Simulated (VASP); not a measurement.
Computed with LDA (Ceperley-Alder, Perdew-Zunger), VASP's LDA PAW potentials (set 64) (plane waves; VASP).

VASP input:

### KPOINTS
```
kpoints
0
gamma
15 15 15
0 0 0
```

### INCAR
```
ALGO = Normal
EDIFF = 1E-6
EDIFFG = -0.02
ENCUT = 620
IBRION = 2
ISIF = 3
ISMEAR = 1
LASPH = .TRUE.
LCHARG = .FALSE.
LMAXMIX = 4
LREAL = .FALSE.
LWAVE = .FALSE.
NELM = 100
NSW = 40
PREC = Accurate
PSTRESS = 50
SIGMA = 0.1
SYSTEM = TiC
```

### POSCAR
```
TiC
1
    0.0000000000     2.1320753291     2.1320753291
    2.1320753291     0.0000000000     2.1320753291
    2.1320753291     2.1320753291     0.0000000000
Ti C
1 1
Direct
  0.0000000000   0.0000000000   0.0000000000
  0.5000000000   0.5000000000   0.5000000000
```

POTCAR, in this order: Ti_sv C (LDA.64 set). Program: vasp_std.

Question: Estimate the energy per atom (σ→0), volume per atom, band gap (on the k-mesh).

Answer: 
The energy per atom (σ→0) is -10.267 eV/atom, the band gap (on the k-mesh) comes out as none (metal, semimetal or under 0.01 eV) and the volume per atom is 9.52 Å³/atom.

**OSZICAR**
```
...
DAV:   4    -0.205309761288E+02   -0.93107E-03   -0.32305E-02  3148   0.182E+00    0.244E-01
DAV:   5    -0.205341557637E+02   -0.31796E-02   -0.49830E-03  3872   0.620E-01    0.858E-02
DAV:   6    -0.205346638466E+02   -0.50808E-03   -0.12865E-03  3884   0.216E-01    0.624E-02
DAV:   7    -0.205348016186E+02   -0.13777E-03   -0.37979E-04  3756   0.172E-01    0.404E-02
DAV:   8    -0.205347922991E+02    0.93195E-05   -0.63779E-05  3024   0.100E-01    0.899E-03
DAV:   9    -0.205347967691E+02   -0.44700E-05   -0.51222E-06  3452   0.197E-02    0.393E-03
DAV:  10    -0.205347973242E+02   -0.55506E-06   -0.26709E-06  3072   0.799E-03
   3 F= -.19940392E+02 E0= -.19940399E+02  d E =-.552477E-02
```

The compound is TiC in the rock salt structure. This run relaxes it under an external pressure of 5 GPa. Symmetry was kept, so distortions that lower it aren't found.
